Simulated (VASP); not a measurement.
Input for VASP

POSCAR:
```
BaTe
1
    3.6946540985     0.0000000000     0.0000000000
    0.0000000000     3.6946540985     0.0000000000
    0.0000000000     0.0000000000     3.6946540985
Ba Te
1 1
Direct
  0.0000000000   0.0000000000   0.0000000000
  0.5000000000   0.5000000000   0.5000000000
```

INCAR:
```
PREC=Accurate
LASPH=.TRUE.   ! aspherical one-centre terms
LWAVE=.FALSE.
ISIF=3   ! ions, shape and volume
ISMEAR=1   ! Methfessel-Paxton
GGA=PS   ! PBEsol
PSTRESS=450   ! kbar
SYSTEM=BaTe
EDIFF=1E-6
EDIFFG=-0.02
LMAXMIX=4
SIGMA=0.1   ! width (eV)
NELM=100
LCHARG=.FALSE.
ALGO=Normal
LREAL=.FALSE.
ENCUT=500
IBRION=2   ! conjugate gradients
NSW=40
```

KPOINTS:
```
kpoints
0
gamma
 10 10 10
```

POTCAR, in this order: Ba_sv Te (PBE.64 set). Program: vasp_std.

**Question.** Write an equivalent input for Quantum ESPRESSO's pw.x.

**Answer.** One equivalent input (not run):
```
&CONTROL
  calculation = 'vc-relax'
  pseudo_dir = './pseudo'
  outdir = './out'
  tprnfor = .true.
  tstress = .true.
  nstep = 40
  forc_conv_thr = 0.00078
/
&SYSTEM
  ibrav = 0
  nat = 2
  ntyp = 2
  ecutwfc = 82.3
  occupations = 'smearing'
  smearing = 'methfessel-paxton'
  degauss = 0.00735
  input_dft = 'pbesol'
/
&ELECTRONS
  conv_thr = 7.3e-08
  electron_maxstep = 100
/
&IONS
/
&CELL
  press = 450
/
ATOMIC_SPECIES
  Ba 137.327 Ba.upf
  Te 127.600 Te.upf
CELL_PARAMETERS angstrom
     3.6946541    0.0000000    0.0000000
     0.0000000    3.6946541    0.0000000
     0.0000000    0.0000000    3.6946541
ATOMIC_POSITIONS crystal
  Ba   0.0000000  0.0000000  0.0000000
  Te   0.5000000  0.5000000  0.5000000
K_POINTS automatic
  10 10 10 0 0 0
```
The two are equivalent in intent, not identical: the potentials are each code's own (VASP's PAW set, PseudoDojo norm-conserving files in pw.x), so ENCUT and ecutwfc are chosen apart and not converted; conv_thr bounds pw.x's estimated SCF error, while EDIFF bounds the energy change between steps; forc_conv_thr acts on force components and is met together with etot_conv_thr.

The structure was generated: BaTe was put into the CsCl type type (Pm-3m), which need not be its known phase. This run relaxes it under an external pressure of 45 GPa. Symmetry was kept, so distortions that lower it aren't found.
